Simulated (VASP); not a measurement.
Input for VASP

### KPOINTS
```
Automatic mesh
0
Gamma
16 16 16
0 0 0
```

### POSCAR
```
Ni
1
    0.0000000000     1.7600000000     1.7600000000
    1.7600000000     0.0000000000     1.7600000000
    1.7600000000     1.7600000000     0.0000000000
Ni
1
Direct
  0.0000000000   0.0000000000   0.0000000000
```

INCAR:
```
SYSTEM = Ni
PREC = Accurate
ENCUT = 520
EDIFF = 1E-6
NELM = 100
ALGO = Normal
LREAL = .FALSE.
LASPH = .TRUE.
ISMEAR = 1
SIGMA = 0.1
GGA = BO
PARAM1 = 0.1833333333
PARAM2 = 0.22
LUSE_VDW = .TRUE.
AGGAC = 0.0
LMAXMIX = 4
ISPIN = 2
MAGMOM = 0.8
LORBIT = 10
LWAVE = .FALSE.
LCHARG = .FALSE.
IBRION = 2
ISIF = 3
NSW = 60
EDIFFG = -0.01
```

POTCAR, in this order: Ni (PBE.64 set). Program: vasp_std.

Q: Write an equivalent input for Quantum ESPRESSO's pw.x.

A: One equivalent input (not run):
```
&CONTROL
  calculation = 'vc-relax'
  pseudo_dir = './pseudo'
  outdir = './out'
  tprnfor = .true.
  tstress = .true.
  nstep = 60
  forc_conv_thr = 0.00039
/
&SYSTEM
  ibrav = 0
  nat = 1
  ntyp = 1
  ecutwfc = 98
  occupations = 'smearing'
  smearing = 'methfessel-paxton'
  degauss = 0.00735
  input_dft = 'vdw-df-obk8'
  nspin = 2
  starting_magnetization(1) = 0.08
/
&ELECTRONS
  conv_thr = 7.3e-08
  electron_maxstep = 100
/
&IONS
/
&CELL
/
ATOMIC_SPECIES
  Ni 58.693 Ni.upf
CELL_PARAMETERS angstrom
     0.0000000    1.7600000    1.7600000
     1.7600000    0.0000000    1.7600000
     1.7600000    1.7600000    0.0000000
ATOMIC_POSITIONS crystal
  Ni   0.0000000  0.0000000  0.0000000
K_POINTS automatic
  16 16 16 0 0 0
```
Limits of the translation: the potentials are each code's own (VASP's PAW set, PseudoDojo norm-conserving files in pw.x), so ENCUT and ecutwfc are chosen apart and not converted; conv_thr bounds pw.x's estimated SCF error, while EDIFF bounds the energy change between steps; starting_magnetization is a fraction of the valence charge and MAGMOM a moment in μB, so they match only roughly; forc_conv_thr acts on force components and is met together with etot_conv_thr.

The compound is Ni in the fcc structure. This run relaxes it. Symmetry was kept, so distortions that lower it aren't found.
